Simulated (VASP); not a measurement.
OSZICAR of a VASP run on CuRu (atoms displaced from the space group 227 structure):

OSZICAR:
```
       N       E                     dE             d eps       ncg     rms          rms(c)
DAV:   1     0.381458249562E+03    0.38146E+03   -0.19085E+04 18966   0.167E+03
DAV:   2    -0.212084158183E+01   -0.38358E+03   -0.37135E+03 16200   0.445E+02
DAV:   3    -0.251552146274E+02   -0.23034E+02   -0.21096E+02 18268   0.125E+02
DAV:   4    -0.259388129741E+02   -0.78360E+00   -0.77941E+00 22946   0.228E+01
DAV:   5    -0.259558151459E+02   -0.17002E-01   -0.16995E-01 20110   0.292E+00    0.301E+01
DAV:   6    -0.281903039643E+02   -0.22345E+01   -0.57578E+01 19062   0.194E+02    0.189E+01
DAV:   7    -0.226759151907E+02    0.55144E+01   -0.19493E+01 19278   0.110E+02    0.568E+00
DAV:   8    -0.228067877962E+02   -0.13087E+00   -0.22501E+00 23880   0.285E+01    0.435E+00
DAV:   9    -0.227055032918E+02    0.10128E+00   -0.16039E-01 23526   0.993E+00    0.268E+00
DAV:  10    -0.226988989496E+02    0.66043E-02   -0.49050E-01 23242   0.203E+01    0.158E+00
DAV:  11    -0.226629180318E+02    0.35981E-01   -0.10892E-01 23128   0.978E+00    0.325E-01
DAV:  12    -0.226628554406E+02    0.62591E-04   -0.35833E-03 20682   0.565E-01    0.241E-01
DAV:  13    -0.226623659520E+02    0.48949E-03   -0.59585E-04 23806   0.756E-01    0.130E-01
DAV:  14    -0.226621798141E+02    0.18614E-03   -0.58592E-04 23524   0.672E-01    0.167E-02
DAV:  15    -0.226621806979E+02   -0.88378E-06   -0.50821E-05 17482   0.636E-02    0.115E-02
DAV:  16    -0.226621785696E+02    0.21283E-05   -0.13148E-06  8498   0.371E-02    0.475E-03
DAV:  17    -0.226621775466E+02    0.10230E-05   -0.17179E-06  9154   0.326E-02    0.237E-03
DAV:  18    -0.226621776300E+02   -0.83402E-07   -0.75764E-07  8082   0.175E-02
   1 F= -.22662178E+02 E0= -.22660934E+02  d E =-.248748E-02
```

Question: Which electronic solver shows in the log?

Answer: It is blocked Davidson (ALGO = Normal, or the opening steps of other solvers). The INCAR had ALGO = Normal.

Question: Can the final energy be trusted as converged?

Answer: Self-consistency was reached. It stopped with EDIFF = 1E-6, NELM = 100 (PBE GGA, plane waves, VASP's PBE PAW potentials (set 64)).

The structure was generated: CuRu was put into an ordered model structure, which need not be its known phase. The cell was not relaxed at this level, atoms are displaced from their ideal sites.
